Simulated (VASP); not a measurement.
Data:

```yaml
crystal:
  lattice:
    - [0.00000, 2.50989, 2.50989]
    - [2.50989, 0.00000, 2.50989]
    - [2.50989, 2.50989, 0.00000]
  atoms:
    - { symbol: Pb, position: [0.00000, 0.00000, 0.00000] }
```

Calculation: PBE GGA, VASP's PBE PAW potentials (set 64) (plane waves; VASP 6.6.1). Numerical set-up: PREC = Normal, EDIFF = 1E-5, 400 eV cut-off, 16×16×16 Γ-centred mesh, first-order Methfessel-Paxton smearing of 0.10 eV, potentials Pb.

Unless said otherwise, spin-orbit coupling is left out, though it shifts the bands of the heavy elements here.

Question: What does the run give for the energy per atom (σ→0), band gap (on the k-mesh) with the smallest direct gap where there is one?

Answer: 
| Property | Value |
|---|---|
| band gap (on the k-mesh) | none (metal, semimetal or under 0.01 eV) |
| energy per atom (σ→0) | -3.573 eV/atom |

The compound is Pb in the fcc structure. It was relaxed first.
